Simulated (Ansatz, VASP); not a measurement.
# Cross-check of MnGe between VASP and Ansatz, part 2 of 2

Wanted: the spread between two codes on one cell, functional and k mesh. The cell is taken from a series of VASP runs on this material, whose earlier steps may have relaxed, scaled or displaced it; both programs get it as it stands.

VASP 6.6.1 and Ansatz 0.2.0.

So far. Step 2 (Ansatz: single point, PBEsol): The run ends at a pressure of -4.18 GPa, with forces up to 0.069 eV/Å.

## Step 3: VASP: single point, PBEsol

Level of this step: PBEsol, spin-polarised from an antiferromagnetic start; plane waves and PAW (Mn_pv, Ge_d) (VASP).

The same cell, functional, mesh and smearing now go to VASP, with its own data sets and cutoff.

Lines of VASP's logs that name or quote its potential files are left out, and so is its time.

File INCAR:

```
SYSTEM = MnGe
PREC = Normal
ENCUT = 380
EDIFF = 1E-06
NELM = 150
ISMEAR = -1
SIGMA = 0.05
LREAL = .FALSE.
ALGO = Normal
GGA = PS
NBANDS = 68
ISPIN = 2
MAGMOM = 3.5 3.5 -3.5 -3.5 0 0 0 0
LMAXMIX = 4
LORBIT = 11
LWAVE = .FALSE.
LCHARG = .TRUE.
KPAR = 4
AMIX = 0.2
BMIX = 1E-04
AMIX_MAG = 0.8
BMIX_MAG = 1E-04
```

File POSCAR:

```
MnGe
1.0
    4.7250030600      0.0000000000      0.0000000000
    0.0000000000      4.7250030600      0.0000000000
    0.0000000000      0.0000000000      4.7250030600
Mn Ge
4 4
Direct
    0.6371118200      0.1371118200      0.3628881800
    0.1371118200      0.3628881800      0.6371118200
    0.3628881800      0.6371118200      0.1371118200
    0.8628881800      0.8628881800      0.8628881800
    0.3423633700      0.8423633700      0.6576366300
    0.8423633700      0.6576366300      0.3423633700
    0.6576366300      0.3423633700      0.8423633700
    0.1576366300      0.1576366300      0.1576366300
```

File KPOINTS:

```
Automatic mesh
0
Gamma
8 8 8
0 0 0
```

PAW data sets: Mn_pv and Ge_d (PBE family, release 64).

Run with:

```sh
mpirun -np 4 vasp_std
```

Numbers of over 12 decimals in the logs are rounded to 6 here.

Log:

```text
[banner, memory and clock lines left out]
running    4 mpi-ranks, on    1 nodes
 distrk:  each k-point on    1 cores,    4 groups
 distr:  one band on    1 cores,    1 groups

 POSCAR found type information on POSCAR MnGe
 POSCAR found :  2 types and       8 ions
|                                                                             |
|               ----> ADVICE to this user running VASP <----                  |
|                                                                             |
|     You enforced a specific xc type in the INCAR file but a different       |
|     [... a line on the potential file left out ...]
|     I HOPE YOU KNOW WHAT YOU ARE DOING!                                     |
|                                                                             |

 LDA part: xc-table for (Slater+PW92), standard interpolation
 POSCAR, INCAR and KPOINTS ok, starting setup
 FFT: planning ... GRIDC
 FFT: planning ... GRID_SOFT
 FFT: planning ... GRID
 WAVECAR not read
 entering main loop
       N       E                     dE             d eps       ncg     rms          rms(c)
DAV:   1     0.124939826721E+04    0.12494E+04   -0.42146E+04 43284   0.355E+03
DAV:   2     0.169815416443E+03   -0.10796E+04   -0.10399E+04 34000   0.900E+02
DAV:   3    -0.494110708723E+02   -0.21923E+03   -0.20891E+03 34096   0.255E+02
DAV:   4    -0.651311067937E+02   -0.15720E+02   -0.15382E+02 39788   0.745E+01
DAV:   5    -0.655949796345E+02   -0.46387E+00   -0.46228E+00 37864   0.148E+01    0.326E+01
DAV:   6    -0.600391162840E+02    0.55559E+01   -0.29068E+01 37564   0.319E+01    0.105E+01
DAV:   7    -0.598444569718E+02    0.19466E+00   -0.25214E+00 36816   0.109E+01    0.742E+00
DAV:   8    -0.596440320510E+02    0.20042E+00   -0.61251E-01 42452   0.519E+00    0.351E+00
DAV:   9    -0.595911303312E+02    0.52902E-01   -0.28289E-01 38952   0.309E+00    0.865E-01
DAV:  10    -0.595872598901E+02    0.38704E-02   -0.51023E-02 36384   0.175E+00    0.413E-01
DAV:  11    -0.595854328266E+02    0.18271E-02   -0.51514E-03 43516   0.693E-01    0.214E-01
DAV:  12    -0.595856155151E+02   -0.18269E-03   -0.14694E-03 34944   0.265E-01    0.113E-01
DAV:  13    -0.595856170367E+02   -0.15216E-05   -0.20247E-04 37428   0.931E-02    0.574E-02
DAV:  14    -0.595856239933E+02   -0.69566E-05   -0.57358E-05 42256   0.605E-02    0.288E-02
DAV:  15    -0.595856243430E+02   -0.34976E-06   -0.14612E-05 35872   0.266E-02    0.168E-02
DAV:  16    -0.595856256164E+02   -0.12733E-05   -0.39520E-06 26648   0.109E-02    0.106E-02
DAV:  17    -0.595856260544E+02   -0.43807E-06   -0.11051E-06 18400   0.526E-03
   1 F= -.59585626E+02 E0= -.59551171E+02  d E =-.689111E-01  mag=    -0.0000
```

Parts of OUTCAR (step 3):

```text
ion  position               nearest neighbor table
   1  0.637  0.137  0.363-   5 2.41   6 2.47   7 2.47   8 2.47   8 2.65   6 2.65   7 2.65   4 2.90
                             2 2.90   4 2.90   3 2.90   3 2.90   2 2.90
   2  0.137  0.363  0.637-   6 2.41   5 2.47   7 2.47   8 2.47   7 2.65   8 2.65   5 2.65   4 2.90
                             1 2.90   3 2.90   4 2.90   3 2.90   1 2.90
   3  0.363  0.637  0.137-   7 2.41   6 2.47   5 2.47   8 2.47   8 2.65   5 2.65   6 2.65   4 2.90
                             1 2.90   2 2.90   1 2.90   4 2.90   2 2.90
   4  0.863  0.863  0.863-   8 2.41   6 2.47   7 2.47   5 2.47   6 2.65   7 2.65   5 2.65   1 2.90
                             2 2.90   2 2.90   3 2.90   3 2.90   1 2.90
   5  0.342  0.842  0.658-   1 2.41   2 2.47   3 2.47   4 2.47   4 2.65   2 2.65   3 2.65
   6  0.842  0.658  0.342-   2 2.41   1 2.47   3 2.47   4 2.47   3 2.65   4 2.65   1 2.65
   7  0.658  0.342  0.842-   3 2.41   2 2.47   1 2.47   4 2.47   4 2.65   1 2.65   2 2.65
   8  0.158  0.158  0.158-   4 2.41   2 2.47   3 2.47   1 2.47   2 2.65   3 2.65   1 2.65

  LATTYP: Found a simple cubic cell.
 ALAT       =     4.7250030600

 Subroutine GETGRP returns: Found 12 space group operations
 (whereof  3 operations were pure point group operations)

The static configuration has the point symmetry C_3 .
 The point group associated with its full space group is T   .

 Found    125 irreducible k-points:

   k-points           NKPTS =    125   k-points in BZ     NKDIM =    125   number of bands    NBANDS=     68

   dimension x,y,z NGX =    24 NGY =   24 NGZ =   24
   dimension x,y,z NGXF=    48 NGYF=   48 NGZF=   48

   ENCUT  =  380.0 eV  27.93 Ry    5.28 a.u.   7.51  7.51  7.51*2*pi/ulx,y,z

   NELECT =     108.0000    total number of electrons

 k-points in reciprocal lattice and weights: Automatic mesh
   0.00000000  0.00000000  0.00000000       0.002
   0.12500000  0.00000000  0.00000000       0.004
   0.00000000  0.12500000  0.00000000       0.004
   0.00000000  0.00000000  0.12500000       0.004
   0.25000000  0.00000000  0.00000000       0.004
   0.00000000  0.25000000  0.00000000       0.004
   0.00000000  0.00000000  0.25000000       0.004
   0.37500000  0.00000000  0.00000000       0.004
   0.00000000  0.37500000  0.00000000       0.004
[...]
0.50000000  0.37500000  0.50000000       0.004
   0.50000000  0.50000000  0.50000000       0.002

 average (electrostatic) potential at core
       1 -64.9669       2 -64.9669       3 -64.9669       4 -64.9669       5 -69.4308
       6 -69.4308       7 -69.4308       8 -69.4308

 E-fermi :   9.3153

 spin component 1
 k-point     1 :       0.0000    0.0000    0.0000
  band No.  band energies     occupation
    ...
     50       7.9768      1.00000
     51       8.1724      1.00000
     52       8.9221      0.99962
     53       9.1316      0.97525
     54       9.2288      0.84937
     55       9.4187      0.11227
     56      10.0080      0.00000
     57      10.1214      0.00000
     58      10.2963      0.00000
     59      10.6302      0.00000
    ...

 k-point     2 :       0.1250    0.0000    0.0000
  band No.  band energies     occupation
    ...
     49       7.8007      1.00000
     50       7.8892      1.00000
     51       8.2369      1.00000
     52       8.8361      0.99993
     53       9.1151      0.98207
     54       9.3694      0.25311
     55       9.3701      0.25027
     56       9.9813      0.00000
     57      10.0515      0.00000
     58      10.2462      0.00000
    ...

 k-point     3 :       0.0000    0.1250    0.0000
  band No.  band energies     occupation
    ...
     50       7.9643      1.00000
     51       8.1643      1.00000
     52       8.7809      0.99998
     53       9.1762      0.94174
     54       9.2935      0.60722
     55       9.4506      0.06262
     56       9.9562      0.00000
     57      10.0740      0.00000
     58      10.2908      0.00000
     59      10.6645      0.00000
    ...

 k-point     4 :       0.0000    0.0000    0.1250
  band No.  band energies     occupation
    ...
     50       8.0131      1.00000
     51       8.0655      1.00000
     52       8.8692      0.99987
     53       9.1288      0.97657
     54       9.2248      0.85932
     55       9.4657      0.04702
     56       9.9696      0.00000
     57      10.1796      0.00000
     58      10.2202      0.00000
     59      10.6587      0.00000
    ...

 k-point     5 :       0.2500    0.0000    0.0000
  band No.  band energies     occupation
    ...
     50       7.8065      1.00000
     51       8.2576      1.00000
     52       8.6993      1.00000
     53       9.1557      0.96049
     54       9.2457      0.80081
     55       9.5573      0.00785
     56       9.9065      0.00001
     57       9.9456      0.00000
     58      10.1345      0.00000
     59      10.8554      0.00000
    ...

 k-point     6 :       0.0000    0.2500    0.0000
  band No.  band energies     occupation
    ...
     49       7.6713      1.00000
     50       7.9369      1.00000
     51       8.2202      1.00000
     52       8.6296      1.00000
     53       9.0796      0.99112
     54       9.3236      0.45875
     55       9.5964      0.00360
     56       9.7777      0.00010
     57       9.9952      0.00000
     58      10.2604      0.00000
    ...

  Total       -5.3618941     -4.0318378     -4.6737117      0.0000000      0.0000000      0.0000000
  in kB      -81.4371443    -61.2360754    -70.9849400      0.0000000      0.0000000      0.0000000
  external PRESSURE =     -71.2193865 kB  Pullay stress =       0.0000000 kB

  energy-cutoff  :      380.00
  volume of cell :      105.49
      direct lattice vectors                 reciprocal lattice vectors
     4.725003060  0.000000000  0.000000000     0.211640075  0.000000000  0.000000000
     0.000000000  4.725003060  0.000000000     0.000000000  0.211640075  0.000000000
     0.000000000  0.000000000  4.725003060     0.000000000  0.000000000  0.211640075

 POSITION                                       TOTAL-FORCE (eV/Angst)
 -----------------------------------------------------------------------------------
      3.01036      0.64785      1.71465        -0.169620      0.057613      0.284814
      0.64785      1.71465      3.01036        -0.169620     -0.057613     -0.284814
      1.71465      3.01036      0.64785         0.169620      0.057613     -0.284814
      4.07715      4.07715      4.07715         0.169620     -0.057613      0.284814
      1.61767      3.98017      3.10734         0.012331      0.029159      0.037813
      3.98017      3.10734      1.61767         0.012331     -0.029159     -0.037813
      3.10734      1.61767      3.98017        -0.012331      0.029159     -0.037813
      0.74483      0.74483      0.74483        -0.012331     -0.029159      0.037813
 -----------------------------------------------------------------------------------
    total drift:                                0.000016      0.000009      0.000000

  FREE ENERGIE OF THE ION-ELECTRON SYSTEM (eV)
  ---------------------------------------------------
  free  energy   TOTEN  =       -59.5856260544 eV

  energy  without entropy=      -59.5167149640  energy(sigma->0) =      -59.55117051

 total charge
# of ion       s       p       d       tot
------------------------------------------
    1        0.293   6.302   5.218  11.814
    2        0.293   6.302   5.218  11.814
    3        0.293   6.302   5.218  11.814
    4        0.293   6.302   5.218  11.814
    5        1.124   1.258  10.104  12.486
    6        1.124   1.258  10.104  12.486
    7        1.124   1.258  10.104  12.486
    8        1.124   1.258  10.104  12.486
--------------------------------------------------
tot          5.669  30.239  61.291  97.199

 magnetization (x)
# of ion       s       p       d       tot
------------------------------------------
    1        0.013   0.016   1.639   1.669
    2        0.013   0.016   1.639   1.669
    3       -0.013  -0.016  -1.639  -1.669
    4       -0.013  -0.016  -1.639  -1.669
    5       -0.004   0.009  -0.002   0.003
    6       -0.004   0.009  -0.002   0.003
    7        0.004  -0.009   0.002  -0.003
    8        0.004  -0.009   0.002  -0.003
--------------------------------------------------
tot          0.000   0.000   0.000   0.000

[... 1 further part left out ...]
```

The run ends at a pressure of -7.12 GPa, with forces up to 0.34 eV/Å.

## Step 4: Comparison

Known differences besides the potentials themselves: the data sets hold 116 valence electrons in Ansatz (default PAW (the set named soft_2) files) and 108 in VASP; the cutoff is 420 eV in Ansatz and 380 eV in VASP (PREC = Normal); Ansatz makes its cores anew for this functional, VASP keeps those of its PBE data sets; VASP leaves aspherical gradient terms in its spheres out (LASPH is not set), Ansatz keeps them; site moments are counted in spheres of each program's own size. Total energies have different zeros and are not compared.

Both answers:

```csv
quantity,Ansatz,VASP,difference
pressure (GPa),-4.18,-7.12,+2.94
total moment (μB),7.74,0.00,+7.74
moment on Mn1 (μB),2.01,1.67,+0.34
moment on Mn2 (μB),2.01,1.67,+0.34
moment on Mn3 (μB),2.01,-1.67,+3.68
moment on Mn4 (μB),2.01,-1.67,+3.68
moment on Ge5 (μB),-0.09,0.00,-0.09
moment on Ge6 (μB),-0.09,0.00,-0.09
moment on Ge7 (μB),-0.09,0.00,-0.09
moment on Ge8 (μB),-0.09,0.00,-0.09
```

Forces (eV/Å; atoms numbered as in POSCAR):

```csv
atom,"Ansatz x, y, z","VASP x, y, z"
Mn1,"-0.031, -0.031, 0.031","-0.170, 0.058, 0.285"
Mn2,"-0.031, 0.031, -0.031","-0.170, -0.058, -0.285"
Mn3,"0.031, -0.031, -0.031","0.170, 0.058, -0.285"
Mn4,"0.031, 0.031, 0.031","0.170, -0.058, 0.285"
Ge5,"0.040, 0.040, -0.040","0.012, 0.029, 0.038"
Ge6,"0.040, -0.040, 0.040","0.012, -0.029, -0.038"
Ge7,"-0.040, 0.040, 0.040","-0.012, 0.029, -0.038"
Ge8,"-0.040, -0.040, -0.040","-0.012, -0.029, 0.038"
```

The forces differ by 128 meV/Å r.m.s., where the r.m.s. force is 0.036 eV/Å in Ansatz and 0.139 eV/Å in VASP: the cell lies near the minimum of Ansatz, so a percentage would say little (all taken over all components). By their total or site moments the two runs ended in different magnetic states: Ansatz left the typed order; the other differences may follow from that, so they don't measure the programs' precision.

## Step 5: Results

```yaml
difference_in_total_moment_single_point_pbesol: 7.7 μB
r_m_s_force_difference_single_point_pbesol: 128 meV/Å
difference_in_pressure_single_point_pbesol: 2.9 GPa
```

What this shows: The r.m.s. force difference is 128 meV/Å (single point, PBEsol), beyond the 12 meV/Å picked in this series as the mark of a large difference. The runs of the single point, PBEsol pair ended with unlike moments, so it says little about numerical agreement. By the marks of this series, far apart in the single point, PBEsol pair: the r.m.s. force difference, 128 meV/Å and the difference in pressure, 2.9 GPa. What causes the difference of the single point, PBEsol pair stays open here. How closely two codes agree says nothing of how well the functional describes the real material.

[Lines on the potential files, build, host, timing and source positions are cut from VASP's logs without a mark.]

[Logs are printed without paths, hosts, clocks, repeated set-up lines and the standing remarks that a program may print on its own settings, such as how far it seeks lower states.]

[Hosts, paths, dates, database ids (printed as entryN), source tags and the programs' standing remarks are cut or masked in the printed files.]
